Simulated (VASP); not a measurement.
A convergence study with VASP on Lu (hcp): a few settings are varied, all else stays as given below, so the limit is that of these other settings. The cell's lengths are 1 % over those of the tabulated start and one atom is moved, so it is off equilibrium.

```xyz
2
Lattice="1.7675 -3.0614 0.0000 1.7675 3.0614 0.0000 0.0000 0.0000 5.6055" Properties=species:S:1:pos:R:3 pbc="T T T"
Lu     1.7675     1.0205     1.4014
Lu     1.8281    -1.0205     4.2041
```

All values below come from PBE GGA, VASP's PBE PAW potentials (set 64) (plane waves; VASP 6.6.1). The last row used: 900 eV cut-off, 10×10×6 Γ-centred mesh, first-order Methfessel-Paxton smearing of 0.10 eV, potentials Lu_3.

Energies of different potentials or hybrids have different zeros.

| setting | E (eV/atom) | pressure (GPa) | plane waves |
|---|---|---|---|
| ENCUT = 300 | [?] | [?] | 732 |
| ENCUT = 400 | [?] | -1.46 | 1132 |
| ENCUT = 520 | -4.4466 | -1.46 | 1683 |
| ENCUT = 700 | -4.4466 | -1.46 | 2580 |
| ENCUT = 900 | -4.4466 | -1.46 | 3760 |

Question: What belongs in the gaps?

Answer: 
- ENCUT = 400, E (eV/atom): -4.4464
- ENCUT = 300, E (eV/atom): -4.4458
- ENCUT = 300, pressure (GPa): -1.49

Left out are rungs that failed or repeat a setting and relaxations that didn't move; long series are thinned to 24 rows.

The compound is Lu in the hcp structure. The cell was not relaxed at this level, it is distorted from the ideal structure.
